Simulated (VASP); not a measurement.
Energy against volume of MgSe (rock salt). These are HSEsol screened hybrid, VASP's PBE PAW potentials (set 64) (plane waves; VASP) values and carry that method's errors. Run with 520 eV cut-off, 6×6×6 Γ-centred mesh, Gaussian smearing of 0.050 eV, potentials Mg Se.

```json
[
 {"V (Å³/atom)": "18.969", "E (eV/atom)": "-4.59382"},
 {"V (Å³/atom)": "19.594", "E (eV/atom)": "-4.60369"},
 {"V (Å³/atom)": "20.219", "E (eV/atom)": "-4.60421"},
 {"V (Å³/atom)": "20.845", "E (eV/atom)": "-4.59660"}
]
```

**Question.** Fit these four points and predict the energy of the run at 21.470 Å³/atom.

**Answer.** A cubic in V^(−2/3), the third-order Birch-Murnaghan form, passes through the four points with V0 = 19.94 Å³/atom and B0 = 71 GPa, and gives -4.5820 eV/atom there. The run gave -4.5823 eV/atom, -0.4 meV/atom from the fit; all five points give B0 = 70 GPa.

The compound is MgSe in the rock salt structure. It was relaxed first. The cell's shape comes from a PBE relaxation.
